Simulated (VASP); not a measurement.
Crystal: AlN.

```
CELL_PARAMETERS angstrom
3.11300 0.00000 0.00000
-1.55650 2.69594 0.00000
0.00000 0.00000 4.98100
ATOMIC_POSITIONS crystal
Al 0.33333 0.66667 0.00000
Al 0.66667 0.33333 0.50000
N 0.33333 0.66667 0.38000
N 0.66667 0.33333 0.88000
```

* Program: VASP 6.6.1
* Task: relaxation of cell and atoms
* Functional: PBE
* Potentials or basis: VASP PAW PBE potentials, release 64 (Al, N)
* Cutoff: 520 eV
* k mesh: 12 × 12 × 6
* Occupations: gaussian, width 0.02 eV
* Spin: no spin polarisation

At the start: pressure 3.5 GPa; volume 10.45 Å³/atom.

Where does the relaxation end?

Over 3 steps the energy falls by 2.2 meV/atom and the volume is 10.63 Å³/atom (+1.7 %); space group P6_3mc (No. 186, to 0.05 Å).

The path:
```tsv
step	energy change (eV)	largest force (eV/Å)	pressure (GPa)	volume (Å³)
1	0.0000	0.1289	3.46	41.80
2	-0.0019	0.0913	-2.90	43.18
3	-0.0088	0.0034	0.00	42.52
```

Final structure:
```
CELL_PARAMETERS angstrom
3.12793 0.00000 0.00000
-1.56396 2.70886 0.00000
0.00000 0.00000 5.01853
ATOMIC_POSITIONS crystal
Al 0.33333 0.66667 0.99934
Al 0.66667 0.33333 0.49934
N 0.33333 0.66667 0.38066
N 0.66667 0.33333 0.88066
```
